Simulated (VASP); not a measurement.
**RuC (relaxed from the rock salt structure, space group Fm-3m): computed properties**

All values below come from PBEsol GGA, VASP's PBE PAW potentials (set 64) (plane waves; VASP 6.6.1).

* **space group**: Fm-3m (225)
* **cell**: a = 4.2652 Å, b = 4.2652 Å, c = 4.2652 Å, α = 90.00°, β = 90.00°, γ = 90.00°
* **volume per atom**: 9.70 Å³/atom
* **band gap (over mesh and band path)**: none (metal, semimetal or under 0.01 eV)
* **density**: 9.68 g/cm³

```
CELL_PARAMETERS angstrom
      0.00000     2.13261     2.13261
      2.13261     0.00000     2.13261
      2.13261     2.13261     0.00000
ATOMIC_POSITIONS crystal
  Ru 0.00000 0.00000 0.00000
  C  0.50000 0.50000 0.50000
```

The structure was generated: RuC was put into the rock salt type (Fm-3m), which need not be its known phase. It was relaxed first, which changed the volume by -30 %. Symmetry was kept, so distortions that lower it aren't found.
